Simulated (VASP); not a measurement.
An input for Ansatz (written as the equivalent of a VASP run, and not itself run):

Ansatz 0.2 input:
```yaml
crystal:
  lattice:
    - [0.0000000, 2.7942666, 2.7942666]
    - [2.7942666, 0.0000000, 2.7942666]
    - [2.7942666, 2.7942666, 0.0000000]
  atoms:
    - { symbol: W, position: [0.0000000, 0.0000000, 0.0000000] }
    - { symbol: Se, position: [0.2500000, 0.2500000, 0.2500000] }
kpoints:
  mp_grid: { grid: [13, 13, 13] }
hamiltonian:
  xc: pbesol
  pseudopotentials: { kind: paw }
scf:
  occupations: { method: tetrahedron }
  max_iter: 100
output: { forces: true, stress: true, eigenvalues: true }
```

Translate this input to VASP (INCAR, KPOINTS, POSCAR, choice of POTCAR).

Several could match; the one computed here: 
INCAR:
```
# general
SYSTEM  = WSe
PREC    = Accurate
ENCUT   = 400   # plane-wave cut-off (eV)
LREAL   = .False.   # projection in real space or not
LASPH   = .True.

# electronic loop
EDIFF   = 1E-7
NELM    = 100   # most electronic steps
ALGO    = Normal
LMAXMIX = 6   # l cut-off of mixed one-centre charges

# smearing
ISMEAR  = -5   # tetrahedra, Bloechl

# functional
GGA     = PS   # PBEsol

# ions
ISIF    = 2

# output
LWAVE   = .False.
LCHARG  = .True.
LORBIT  = 11
NEDOS   = 601   # DOS grid
```

File KPOINTS:
```
Automatic mesh
0
Gamma
13 13 13
0 0 0
```

### POSCAR
```
WSe
1
    0.0000000000     2.7942666041     2.7942666041
    2.7942666041     0.0000000000     2.7942666041
    2.7942666041     2.7942666041    -0.0000000000
W Se
1 1
Direct
  0.0000000000   0.0000000000   0.0000000000
  0.2500000000   0.2500000000   0.2500000000
```

POTCAR, in this order: W_sv Se (PBE.64 set). Program: vasp_std.

What does not carry over: each code has its own PAW files, so the cut-off isn't converted (ENCUT is set for VASP's; basis.ecutwfc is left out, and Ansatz then takes the one that its files recommend); Ansatz stops its SCF on the density residual and VASP on the energy change (EDIFF).

The structure was generated: WSe was put into the zinc blende type (F-43m), which need not be its known phase. It was relaxed first, which changed the volume by -37 %.
